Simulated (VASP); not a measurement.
Consider the following.

```yaml
crystal:
  lattice:
    - [2.94834, 0.00000, 0.00000]
    - [0.00000, 2.94834, 0.00000]
    - [0.00000, 0.00000, 2.94834]
  atoms:
    - { symbol: Cr, position: [0.00000, 0.00000, 0.00000], spin: 2.7 }
    - { symbol: Cr, position: [0.50000, 0.50000, 0.50000], spin: -2.7 }
```

Level of theory: r2SCAN+rVV10, VASP's PBE PAW potentials (set 64) (plane waves; VASP). Settings: 520 eV cut-off, 12×12×12 Γ-centred mesh, first-order Methfessel-Paxton smearing of 0.10 eV, potentials Cr_pv.

Task: Give the energy at these volumes per atom, relative to the lowest: 12.10, 12.49, 12.87, 13.26, 13.65 Å³.

Result: 15.7, 3.0, 0.0, 4.9, 16.1 meV/atom. A third-order Birch-Murnaghan fit gives B0 = 111 GPa and B0′ = 6.1.

Measured: a 2.877 Å at 0 K (computed value off by +2.5 %), as given by H. Levämäki et al., Physical Review B (2014), arXiv:1402.3671 [corrected for temperature and zero-point phonon effects].

The compound is Cr in the bcc, AFM order structure. It was relaxed first, which changed the volume by +7 %.
